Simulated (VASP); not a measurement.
Output of a VASP run:

File OUTCAR:
```
 ion  position               nearest neighbor table
   1  0.000  0.000  0.000-   2 2.44   2 2.44   2 2.44   2 2.44   2 2.44   2 2.44
   2  0.500  0.500  0.500-   1 2.44   1 2.44   1 2.44   1 2.44   1 2.44   1 2.44
  LATTYP: Found a face centered cubic cell.
 ALAT       =     4.8824437322
 Subroutine PRICEL returns:
 Original cell was already a primitive cell.
 Subroutine GETGRP returns: Found 48 space group operations
The static configuration has the point symmetry O_h .
The dynamic configuration has the point symmetry O_h .
 Subroutine INISYM returns: Found 48 space group operations
 Subroutine IBZKPT returns following result:
 Found     35 irreducible k-points:

 Following reciprocal coordinates:
            Coordinates               Weight
  0.000000  0.000000  0.000000      1.000000
  0.111111  0.000000  0.000000      8.000000
  0.222222  0.000000  0.000000      8.000000
  0.333333  0.000000  0.000000      8.000000
  0.444444  0.000000  0.000000      8.000000
  0.111111  0.111111  0.000000      6.000000
  0.222222  0.111111  0.000000     24.000000
  0.333333  0.111111  0.000000     24.000000
  0.444444  0.111111  0.000000     24.000000
 -0.444444  0.111111  0.000000     24.000000
 -0.333333  0.111111  0.000000     24.000000
 -0.222222  0.111111  0.000000     24.000000
 -0.111111  0.111111  0.000000     12.000000
  0.222222  0.222222  0.000000      6.000000
  0.333333  0.222222  0.000000     24.000000
  0.444444  0.222222  0.000000     24.000000
 -0.444444  0.222222  0.000000     24.000000
 -0.333333  0.222222  0.000000     24.000000
 -0.222222  0.222222  0.000000     12.000000
  0.333333  0.333333  0.000000      6.000000
  0.444444  0.333333  0.000000     24.000000
 -0.444444  0.333333  0.000000     24.000000
 -0.333333  0.333333  0.000000     12.000000
  0.444444  0.444444  0.000000      6.000000
 -0.444444  0.444444  0.000000     12.000000
  0.333333  0.222222  0.111111     24.000000
  0.444444  0.222222  0.111111     48.000000
 -0.444444  0.222222  0.111111     48.000000
  0.444444  0.333333  0.111111     24.000000
 -0.444444  0.333333  0.111111     48.000000
 -0.333333  0.333333  0.111111     48.000000
 -0.222222  0.333333  0.111111     24.000000
 -0.444444  0.444444  0.111111     24.000000
 -0.333333  0.444444  0.111111     24.000000
 -0.333333  0.444444  0.222222     24.000000
   k-points           NKPTS =     35   k-points in BZ     NKDIM =     35   number of bands    NBANDS=     12
   number of dos      NEDOS =    301   number of ions     NIONS =      2
   total plane-waves  NPLWV =  21952
   dimension x,y,z NGX =    28 NGY =   28 NGZ =   28
   dimension x,y,z NGXF=    56 NGYF=   56 NGZF=   56
   ions per type =               1   1
   PREC   = accura    normal or accurate (medium, high low for compatibility)
   ISTART =      0    job   : 0-new  1-cont  2-samecut
   ICHARG =      2    charge: 1-file 2-atom 10-const
   ISPIN  =      1    spin polarized calculation?
   LNONCOLLINEAR =      F non collinear calculations
   LSORBIT =      F    spin-orbit coupling
   INIWAV =      1    electr: 0-lowe 1-rand  2-diag
   ENCUT  =  620.0 eV  45.57 Ry    6.75 a.u.   7.01  7.01  7.01*2*pi/ulx,y,z
   NELM   =    100;   NELMIN=  2; NELMDL= -5     # of ELM steps
   EDIFF  = 0.1E-05   stopping-criterion for ELM
   LREAL  =      F    real-space projection
   NLSPLINE    = F    spline interpolate recip. space projectors
   LMAXMIX     =    4 max onsite mixed and CHGCAR
   VOSKOWN=      0    Vosko Wilk Nusair interpolation
   EDIFFG = -.2E-01   stopping-criterion for IOM
   NSW    =     40    number of steps for IOM
   NBLOCK =      1;   KBLOCK =     40    inner block; outer block
   IBRION =      2    ionic relax: 0-MD 1-quasi-New 2-CG
   NFREE  =      1    steps in history (QN), initial steepest desc. (CG)
   ISIF   =      3    stress and relaxation
   ISYM   =      2    0-nonsym 1-usesym 2-fastsym
   TEIN   =    0.0    initial temperature
   TEBEG  =    0.0;   TEEND  =   0.0 temperature during run
...
```

File OSZICAR:
```
...
DAV:   5    -0.144522901564E+02   -0.24360E-02   -0.24360E-02  1120   0.940E-01    0.244E+01
DAV:   6    -0.124955532176E+02    0.19567E+01   -0.88200E+00   948   0.249E+01    0.274E+01
DAV:   7    -0.124068897911E+02    0.88663E-01   -0.41802E-01  1024   0.632E+00    0.162E+01
DAV:   8    -0.123826178269E+02    0.24272E-01   -0.12200E-01   952   0.383E+00    0.114E+00
DAV:   9    -0.123821989584E+02    0.41887E-03   -0.12448E-02  1180   0.968E-01    0.203E-01
DAV:  10    -0.123824071532E+02   -0.20819E-03   -0.82279E-04   916   0.305E-01    0.107E-01
DAV:  11    -0.123824297066E+02   -0.22553E-04   -0.76357E-05  1012   0.839E-02    0.342E-02
DAV:  12    -0.123824334379E+02   -0.37313E-05   -0.15582E-05  1100   0.382E-02    0.748E-03
DAV:  13    -0.123824330786E+02    0.35935E-06   -0.19713E-06   940   0.148E-02
   1 F= -.69341154E+01 E0= -.69341154E+01  d E =-.693412E+01
       N       E                     dE             d eps       ncg     rms          rms(c)
DAV:   1    -0.135228296057E+02   -0.11404E+01   -0.44121E+01  1120   0.664E+01    0.233E+01
DAV:   2    -0.118839439995E+02    0.16389E+01   -0.45989E+00   880   0.188E+01    0.457E+00
DAV:   3    -0.115856144949E+02    0.29833E+00   -0.82908E-01  1516   0.926E+00    0.322E+00
DAV:   4    -0.115636604570E+02    0.21954E-01   -0.21551E-01  1376   0.365E+00    0.199E+00
DAV:   5    -0.115830376011E+02   -0.19377E-01   -0.14570E-02  1312   0.767E-01    0.832E-01
DAV:   6    -0.115897668801E+02   -0.67293E-02   -0.61309E-03  1312   0.519E-01    0.258E-01
DAV:   7    -0.115905428301E+02   -0.77595E-03   -0.11890E-03  1400   0.289E-01    0.780E-02
DAV:   8    -0.115905434202E+02   -0.59011E-06   -0.15486E-05  1044   0.353E-02    0.351E-02
DAV:   9    -0.115905438606E+02   -0.44040E-06   -0.79872E-06  1264   0.157E-02
   2 F= -.68392516E+01 E0= -.68392516E+01  d E =0.948638E-01
       N       E                     dE             d eps       ncg     rms          rms(c)
DAV:   1    -0.128861334108E+02   -0.12956E+01   -0.16456E+01  1080   0.394E+01    0.101E+01
DAV:   2    -0.122815067501E+02    0.60463E+00   -0.21152E+00   984   0.130E+01    0.334E+00
DAV:   3    -0.121591396849E+02    0.12237E+00   -0.34148E-01  1416   0.581E+00    0.492E+00
DAV:   4    -0.121500631980E+02    0.90765E-02   -0.49971E-02  1376   0.182E+00    0.361E+00
DAV:   5    -0.121604650045E+02   -0.10402E-01   -0.25832E-02  1332   0.108E+00    0.122E+00
DAV:   6    -0.121629470464E+02   -0.24820E-02   -0.57182E-03  1344   0.511E-01    0.156E-01
DAV:   7    -0.121629379415E+02    0.91048E-05   -0.59683E-05   920   0.798E-02    0.533E-02
DAV:   8    -0.121629391051E+02   -0.11635E-05   -0.33409E-05  1340   0.292E-02    0.786E-03
DAV:   9    -0.121629396145E+02   -0.50947E-06   -0.19227E-07   496   0.542E-03
   3 F= -.69827044E+01 E0= -.69827044E+01  d E =-.485890E-01
       N       E                     dE             d eps       ncg     rms          rms(c)
DAV:   1    -0.121572390027E+02    0.57001E-02   -0.29507E-03  1144   0.529E-01    0.143E-01
DAV:   2    -0.121571251440E+02    0.11386E-03   -0.35585E-04   924   0.164E-01    0.378E-02
DAV:   3    -0.121571042617E+02    0.20882E-04   -0.60831E-05  1336   0.776E-02    0.463E-02
DAV:   4    -0.121571030820E+02    0.11797E-05   -0.15002E-05  1352   0.294E-02    0.320E-02
DAV:   5    -0.121571060929E+02   -0.30109E-05   -0.22839E-06   960   0.112E-02    0.771E-03
DAV:   6    -0.121571069531E+02   -0.86026E-06   -0.65251E-07   580   0.744E-03
   4 F= -.69827352E+01 E0= -.69827352E+01  d E =-.486198E-01
```

File OUTCAR:
```
------------------------ aborting loop because EDIFF is reached ----------------------------------------
  FORCE on cell =-STRESS in cart. coord.  units (eV):
  Direction    XX          YY          ZZ          XY          YZ          ZX
  --------------------------------------------------------------------------------------
  Total        5.1683282      5.1683282      5.1683282     -0.0000000      0.0000000      0.0000000
  in kB      299.6496055    299.6496055    299.6496055     -0.0000000      0.0000000      0.0000000
  external PRESSURE =      -0.3503945 kB  Pullay stress =     300.0000000 kB
  volume of cell :       27.63
      direct lattice vectors                 reciprocal lattice vectors
    -0.000000000  2.399600735  2.399600735    -0.208367998  0.208367998  0.208367998
     2.399600735  0.000000000  2.399600735     0.208367998 -0.208367998  0.208367998
     2.399600735  2.399600735  0.000000000     0.208367998  0.208367998 -0.208367998
  FREE ENERGIE OF THE ION-ELECTRON SYSTEM (eV)
  ---------------------------------------------------
  free  energy   TOTEN  =       -12.1571069531 eV

  energy  without entropy=      -12.1571069531  energy(sigma->0) =      -12.15710695
  enthalpy is  TOTEN    =        -6.9827352055 eV   P V=        5.1743717477

 reached required accuracy - stopping structural energy minimisation
```
(Selected blocks of OUTCAR.)

### POSCAR
```
SrO
1
    0.0000000000     2.4412218661     2.4412218661
    2.4412218661     0.0000000000     2.4412218661
    2.4412218661     2.4412218661     0.0000000000
Sr O
1 1
Direct
  0.0000000000   0.0000000000   0.0000000000
  0.5000000000   0.5000000000   0.5000000000
```

Q: Write an INCAR and KPOINTS that could have produced this output.

A: This is not unique; one that fits is the input of the run itself, PBEsol GGA, plane waves, VASP's PBE PAW potentials (set 64).

INCAR:
```
SYSTEM = SrO
PREC = Accurate
ENCUT = 620
EDIFF = 1E-6
NELM = 100
ALGO = Normal
LREAL = .FALSE.
LASPH = .TRUE.
ISMEAR = 0
SIGMA = 0.05
GGA = PS
LMAXMIX = 4
LWAVE = .FALSE.
LCHARG = .FALSE.
IBRION = 2
ISIF = 3
NSW = 40
EDIFFG = -0.02
PSTRESS = 300
```

### KPOINTS
```
Automatic mesh
0
Gamma
9 9 9
0 0 0
```

POTCAR, in this order: Sr_sv O (PBE.64 set). Program: vasp_std.

Energy and stress use the plane-wave basis of the starting cell.

The structure was generated: SrO was put into the rock salt type (Fm-3m), which need not be its known phase. This run relaxes it under an external pressure of 30 GPa. Symmetry was kept, so distortions that lower it aren't found.
